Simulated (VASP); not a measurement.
OSZICAR of a VASP run on BN (hex):

File OSZICAR:
```
       N       E                     dE             d eps       ncg     rms          rms(c)
DAV:   1     0.726031931558E+02    0.72603E+02   -0.93776E+03  1008   0.144E+03
DAV:   2    -0.339862060472E+02   -0.10659E+03   -0.97748E+02  1436   0.315E+02
DAV:   3    -0.384214947796E+02   -0.44353E+01   -0.44049E+01  1280   0.663E+01
DAV:   4    -0.384618214374E+02   -0.40327E-01   -0.40296E-01  1260   0.652E+00
DAV:   5    -0.384623526019E+02   -0.53116E-03   -0.53113E-03  1256   0.721E-01    0.113E+01
DAV:   6    -0.353347108544E+02    0.31276E+01   -0.77536E+00  1160   0.248E+01    0.509E+00
DAV:   7    -0.350643958487E+02    0.27032E+00   -0.51363E-01  1244   0.690E+00    0.313E+00
DAV:   8    -0.349987683828E+02    0.65627E-01   -0.23808E-01  1200   0.397E+00    0.382E-01
DAV:   9    -0.349954217245E+02    0.33467E-02   -0.11007E-02  1216   0.105E+00    0.188E-01
DAV:  10    -0.349960474245E+02   -0.62570E-03   -0.93106E-04  1228   0.283E-01    0.339E-02
DAV:  11    -0.349960937300E+02   -0.46306E-04   -0.13815E-04  1244   0.110E-01    0.234E-02
DAV:  12    -0.349960935922E+02    0.13782E-06   -0.29154E-05  1232   0.507E-02    0.365E-03
DAV:  13    -0.349960937739E+02   -0.18174E-06   -0.92893E-07   824   0.975E-03
   1 F= -.31043499E+02 E0= -.31043499E+02  d E =-.310435E+02
       N       E                     dE             d eps       ncg     rms          rms(c)
DAV:   1    -0.348838810416E+02    0.11221E+00   -0.48291E+00  1076   0.238E+01    0.296E+00
DAV:   2    -0.347097000553E+02    0.17418E+00   -0.39848E-01  1192   0.606E+00    0.971E-01
DAV:   3    -0.346990609396E+02    0.10639E-01   -0.58557E-02  1160   0.230E+00    0.303E-01
DAV:   4    -0.346975652528E+02    0.14957E-02   -0.31596E-03  1272   0.588E-01    0.163E-01
DAV:   5    -0.346971932463E+02    0.37201E-03   -0.78070E-04  1176   0.236E-01    0.694E-02
DAV:   6    -0.346971743448E+02    0.18902E-04   -0.11465E-04  1272   0.120E-01    0.845E-03
DAV:   7    -0.346971737204E+02    0.62437E-06   -0.34451E-06  1188   0.201E-02
   2 F= -.31020396E+02 E0= -.31020396E+02  d E =0.231038E-01
       N       E                     dE             d eps       ncg     rms          rms(c)
DAV:   1    -0.349668781391E+02   -0.26970E+00   -0.15150E+00  1076   0.130E+01    0.168E+00
DAV:   2    -0.349096392816E+02    0.57239E-01   -0.13637E-01  1160   0.352E+00    0.518E-01
DAV:   3    -0.349066635099E+02    0.29758E-02   -0.16366E-02  1156   0.121E+00    0.164E-01
DAV:   4    -0.349061329745E+02    0.53054E-03   -0.97030E-04  1264   0.322E-01    0.822E-02
DAV:   5    -0.349060093038E+02    0.12367E-03   -0.23946E-04  1180   0.127E-01    0.351E-02
DAV:   6    -0.349060015939E+02    0.77099E-05   -0.25818E-05  1260   0.585E-02    0.430E-03
DAV:   7    -0.349060015820E+02    0.11905E-07   -0.63372E-07   688   0.902E-03
   3 F= -.31074890E+02 E0= -.31074890E+02  d E =-.313909E-01
       N       E                     dE             d eps       ncg     rms          rms(c)
DAV:   1    -0.349529923874E+02   -0.46991E-01   -0.35415E+00  1008   0.171E+01    0.152E+00
DAV:   2    -0.348799768880E+02    0.73015E-01   -0.10821E-01  1208   0.326E+00    0.693E-01
DAV:   3    -0.348608831084E+02    0.19094E-01   -0.40903E-02  1172   0.176E+00    0.235E-01
DAV:   4    -0.348592382379E+02    0.16449E-02   -0.41818E-03  1292   0.625E-01    0.820E-02
DAV:   5    -0.348590896724E+02    0.14857E-03   -0.82383E-04  1196   0.256E-01    0.458E-02
DAV:   6    -0.348590799886E+02    0.96838E-05   -0.60230E-05  1216   0.807E-02    0.748E-03
DAV:   7    -0.348590806951E+02   -0.70643E-06   -0.27855E-06  1108   0.174E-02
   4 F= -.31111696E+02 E0= -.31111696E+02  d E =-.368061E-01
       N       E                     dE             d eps       ncg     rms          rms(c)
DAV:   1    -0.349413763294E+02   -0.82296E-01   -0.65762E+00  1008   0.235E+01    0.207E+00
DAV:   2    -0.348100928946E+02    0.13128E+00   -0.19715E-01  1240   0.440E+00    0.951E-01
DAV:   3    -0.347754169540E+02    0.34676E-01   -0.75302E-02  1176   0.241E+00    0.319E-01
DAV:   4    -0.347724738796E+02    0.29431E-02   -0.75177E-03  1300   0.841E-01    0.112E-01
DAV:   5    -0.347722045907E+02    0.26929E-03   -0.15000E-03  1172   0.348E-01    0.623E-02
DAV:   6    -0.347721835598E+02    0.21031E-04   -0.10582E-04  1236   0.107E-01    0.108E-02
DAV:   7    -0.347721845138E+02   -0.95400E-06   -0.50769E-06  1184   0.240E-02
   5 F= -.31136969E+02 E0= -.31136969E+02  d E =-.620787E-01
       N       E                     dE             d eps       ncg     rms          rms(c)
DAV:   1    -0.347557367485E+02    0.16447E-01   -0.71833E-01  1008   0.771E+00    0.682E-01
DAV:   2    -0.347412923940E+02    0.14444E-01   -0.20907E-02  1224   0.145E+00    0.316E-01
DAV:   3    -0.347374425208E+02    0.38499E-02   -0.85218E-03  1176   0.815E-01    0.105E-01
DAV:   4    -0.347371313627E+02    0.31116E-03   -0.84791E-04  1296   0.283E-01    0.377E-02
DAV:   5    -0.347370979480E+02    0.33415E-04   -0.18013E-04  1196   0.120E-01    0.206E-02
DAV:   6    -0.347370957517E+02    0.21963E-05   -0.12337E-05  1216   0.364E-02    0.340E-03
DAV:   7    -0.347370958850E+02   -0.13325E-06   -0.45789E-07   644   0.778E-03
   6 F= -.31138426E+02 E0= -.31138426E+02  d E =-.635359E-01
       N       E                     dE             d eps       ncg     rms          rms(c)
DAV:   1    -0.347421091729E+02   -0.50134E-02   -0.11885E-02  1016   0.988E-01    0.871E-02
DAV:   2    -0.347418699570E+02    0.23922E-03   -0.33846E-04  1208   0.186E-01    0.405E-02
DAV:   3    -0.347418058081E+02    0.64149E-04   -0.14422E-04  1180   0.106E-01    0.134E-02
DAV:   4    -0.347418008073E+02    0.50008E-05   -0.14277E-05  1292   0.368E-02    0.491E-03
DAV:   5    -0.347418001816E+02    0.62570E-06   -0.31147E-06  1032   0.157E-02
   7 F= -.31138440E+02 E0= -.31138440E+02  d E =-.635497E-01
       N       E                     dE             d eps       ncg     rms          rms(c)
DAV:   1    -0.347631246249E+02   -0.21324E-01   -0.28634E-02  1076   0.184E+00    0.232E-01
DAV:   2    -0.347621008795E+02    0.10237E-02   -0.24133E-03  1200   0.472E-01    0.736E-02
DAV:   3    -0.347620494241E+02    0.51455E-04   -0.30035E-04  1184   0.166E-01    0.235E-02
DAV:   4    -0.347620395214E+02    0.99028E-05   -0.17798E-05  1252   0.436E-02    0.121E-02
DAV:   5    -0.347620363496E+02    0.31718E-05   -0.38164E-06  1072   0.167E-02    0.496E-03
DAV:   6    -0.347620359245E+02    0.42504E-06   -0.43197E-07   580   0.775E-03
   8 F= -.31137884E+02 E0= -.31137884E+02  d E =0.555888E-03
       N       E                     dE             d eps       ncg     rms          rms(c)
DAV:   1    -0.347479586813E+02    0.14078E-01   -0.15433E-02  1080   0.135E+00    0.171E-01
DAV:   2    -0.347474107961E+02    0.54789E-03   -0.12938E-03  1196   0.346E-01    0.545E-02
DAV:   3    -0.347473850380E+02    0.25758E-04   -0.16425E-04  1196   0.123E-01    0.173E-02
DAV:   4    -0.347473810023E+02    0.40358E-05   -0.96913E-06  1236   0.322E-02    0.898E-03
DAV:   5    -0.347473806071E+02    0.39518E-06   -0.18972E-06   652   0.123E-02
   9 F= -.31138524E+02 E0= -.31138524E+02  d E =-.844663E-04
```

Q: Which electronic solver shows in the log?

A: It is blocked Davidson (ALGO = Normal, or the opening steps of other solvers). The INCAR had ALGO = Normal.

Q: Can the final energy be trusted as converged?

A: The run converged. It stopped with EDIFF = 1E-6, NELM = 100, NSW = 40 and EDIFFG = -0.02 after 9 ionic steps (PBE GGA, plane waves, VASP's PBE PAW potentials (set 64)). Energy and stress use the plane-wave basis of the starting cell. Without a dispersion term in the relaxation, distances and binding between the weakly bound layers, chains or molecules are unreliable, and so is what depends on them.

The compound is BN in the hex structure. This run relaxes it under an external pressure of 20 GPa. Symmetry was kept, so distortions that lower it aren't found.
